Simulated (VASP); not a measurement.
A VASP calculation is set up with these files.

POSCAR:
```
Se
1
    2.2320378296    -3.8660029100     0.0000000000
    2.2320378296     3.8660029100     0.0000000000
    0.0000000000     0.0000000000     5.1840796171
Se
3
Direct
  0.0000000000   0.2268205177   0.6666670000
  0.7731794823   0.7731794823   0.0000000000
  0.2268205177   0.0000000000   0.3333330000
```

KPOINTS:
```
Automatic mesh
0
gamma
 6 6 4
```

INCAR:
```
AGGAC=0.0
ALGO=Normal
EDIFF=1E-7
EDIFFG=-0.01
ENCUT=520
GGA=ML
IBRION=2
ISIF=4
ISMEAR=0
LASPH=.True.
LCHARG=.False.
LMAXMIX=4
LREAL=.False.
LUSE_VDW=.True.
LWAVE=.False.
NELM=100
NSW=30
PREC=Accurate
SIGMA=0.05
SYSTEM=Se
ZAB_VDW=-1.8867
```

POTCAR, in this order: Se (PBE.64 set). Program: vasp_std.

Problem. Write an equivalent input for Quantum ESPRESSO's pw.x.

Solution. One equivalent input (not run):
```
&CONTROL
  calculation = 'vc-relax'
  pseudo_dir = './pseudo'
  outdir = './out'
  tprnfor = .true.
  tstress = .true.
  nstep = 30
  forc_conv_thr = 0.00039
/
&SYSTEM
  ibrav = 0
  nat = 3
  ntyp = 1
  ecutwfc = 86
  occupations = 'smearing'
  smearing = 'gaussian'
  degauss = 0.003675
  input_dft = 'vdw-df2'
/
&ELECTRONS
  conv_thr = 7.3e-09
  electron_maxstep = 100
/
&IONS
/
&CELL
  cell_dofree = 'shape'
/
ATOMIC_SPECIES
  Se 78.971 Se.upf
CELL_PARAMETERS angstrom
     2.2320378   -3.8660029    0.0000000
     2.2320378    3.8660029    0.0000000
     0.0000000    0.0000000    5.1840796
ATOMIC_POSITIONS crystal
  Se   0.0000000  0.2268205  0.6666670
  Se   0.7731795  0.7731795  0.0000000
  Se   0.2268205  0.0000000  0.3333330
K_POINTS automatic
  6 6 4 0 0 0
```
What does not carry over: the potentials are each code's own (VASP's PAW set, PseudoDojo norm-conserving files in pw.x), so ENCUT and ecutwfc are chosen apart and not converted; conv_thr bounds pw.x's estimated SCF error, while EDIFF bounds the energy change between steps; forc_conv_thr acts on force components and is met together with etot_conv_thr.

The compound is Se in the trig structure. This cell is one point of a volume scan, at 0.97 of the reference volume. Symmetry was kept, so distortions that lower it aren't found.
